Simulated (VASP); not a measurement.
Data:

```
CELL_PARAMETERS angstrom
      3.16732     0.00000     0.00000
     -1.58366     2.74298     0.00000
      0.00000     0.00000     5.05740
ATOMIC_POSITIONS crystal
  Zr 0.33333 0.66667 0.25000
  Zr 0.66667 0.33333 0.75000
```

Method: PBE GGA, VASP's PBE PAW potentials (set 64) (plane waves; VASP 6.6.1). Run with 300 eV cut-off, 16×16×9 Γ-centred mesh, Fermi-Dirac smearing of 0.050 eV, potentials Zr_sv.

At this cut-off the stress carries a Pulay error, which pulls relaxed volumes low.

**Question.** Give the stress tensor in GPa (positive for a compressed cell).

**Answer.** 
```
5.63  0.00  0.00
0.00  5.63  0.00
0.00  0.00  6.45
```
The pressure is its mean diagonal, 5.90 GPa.

The structure comes from a computed database's Zr entry; how it stands against other phases isn't given here. The cell was not relaxed at this level.
